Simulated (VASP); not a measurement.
Crystal: Y3Ge.

```
Y Ge
1.0
    -2.26539    2.26539    5.19702
     2.26539   -2.26539    5.19702
     2.26539    2.26539   -5.19702
Y Ge
3 1
Cartesian
  0.0000 0.0000 5.1970
  2.2654 0.0000 2.5985
  0.0000 2.2654 2.5985
  0.0000 0.0000 0.0000
```

The cell comes from a database or a generator and needn't be the stable form of this composition.

```yaml
Program: VASP 6.6.1
Task: relaxation of cell and atoms
Functional: RPBE
Potentials_or_basis: VASP PAW PBE potentials, release 64 (Y_sv, Ge_d)
Cutoff: 600 eV
k_mesh: 6 × 6 × 6
Occupations: fermi-dirac, width 0.05 eV
Spin: no spin polarisation
```

At the start: pressure 1.5 GPa; volume 26.67 Å³/atom.

Q: How do energy, volume and symmetry change on relaxing?

A: Over 5 steps the energy falls by 3.7 meV/atom and the volume is 27.48 Å³/atom (+3.0 %); space group I4/mmm (No. 139, to 0.05 Å).

Step by step:
```tsv
step	energy change (eV)	largest force (eV/Å)	pressure (GPa)	volume (Å³)
1	0.0000	0.0000	1.49	106.68
2	-0.0141	0.0000	-0.28	110.56
3	-0.0147	0.0000	0.00	109.90
4	-0.0148	0.0000	0.00	109.92
5	-0.0148	0.0000	0.00	109.94
```

Final structure:
```xyz
4
Lattice="-2.2865 2.2865 5.2569 2.2865 -2.2865 5.2569 2.2865 2.2865 -5.2569" Properties=species:S:1:pos:R:3 pbc="T T T"
Y     0.0000    0.0000    5.2569
Y     2.2865    0.0000    2.6285
Y     0.0000    2.2865    2.6285
Ge    0.0000    0.0000    0.0000
```

Caveat: the PAW data sets were made with another functional, which shifts forces and pressure a little.
